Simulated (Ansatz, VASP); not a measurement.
One calculation of Si, two programs

Contents of INCAR:

```
ALGO = Normal
EDIFF = 1E-7
EDIFFG = -0.005
ENCUT = 600
GGA = PE
IBRION = 2
ISIF = 3
ISMEAR = 0
IVDW = 12
LASPH = T
LCHARG = F
LREAL = F
LWAVE = F
NELM = 100
NSW = 100
PREC = Accurate
SIGMA = 0.02
```

The input KPOINTS:

```
k-points
0
Gamma
  10 10 10
```

The input POSCAR:

```
Si
1.0
    0.0000000000      2.7154700000      2.7154700000
    2.7154700000      0.0000000000      2.7154700000
    2.7154700000      2.7154700000      0.0000000000
Si
2
Direct
    0.5000000000      0.5000000000      0.5000000000
    0.7500000000      0.7500000000      0.7500000000
```

Input for Ansatz:

```yaml
crystal:
  lattice:
    - [0.0, 2.71547, 2.71547]
    - [2.71547, 0.0, 2.71547]
    - [2.71547, 2.71547, 0.0]
  atoms:
    - { symbol: Si, position: [0.5, 0.5, 0.5] }
    - { symbol: Si, position: [0.75, 0.75, 0.75] }
basis:
  ecutwfc: 420
kpoints:
  mp_grid: { grid: [10, 10, 10] }
hamiltonian:
  xc: pbe
  dispersion: d3bj
scf:
  occupations: { method: gaussian, width: 0.02 }
output:
  forces: true
  stress: true
  eigenvalues: true
  write_density: true
  write_potential: true
  elf: true
  volumetric_format: npy
relax:
  adjacent_minimum: "off"
  f_tol: 0.005
  max_steps: 80
  cell: { stress_tol: 0.05 }
```

Alike in both runs: task relaxation of cell and atoms; functional PBE; dispersion D3(BJ); k mesh 10 × 10 × 10; occupations gaussian, width 0.02 eV; no spin polarisation.

|  | VASP | Ansatz |
| --- | --- | --- |
| version | VASP 6.6.1 | Ansatz 0.2.0 |
| potentials or method | VASP PAW PBE potentials, release 64 (Si) | scalar-relativistic, plane waves, PAW |
| plane-wave cutoff (eV) | 600 | 420 |
| valence electrons in the cell | 8 | 8 |

|  | VASP | Ansatz | Ansatz less VASP |
| --- | --- | --- | --- |
| gap on the k mesh at the Fermi level, each at its own relaxed structure (eV) | 0.57 | 0.57 | -0.001 |
| relaxed volume (Å³/atom) | 19.90 | 19.92 | +0.018 |
| relaxed cell length with the largest relative difference (Å) | 3.832 | 3.834 | +0.0012 |

A k mesh can miss the band edges. Expect the measured gap to be larger: semilocal functionals such as PBE lack the derivative discontinuity.
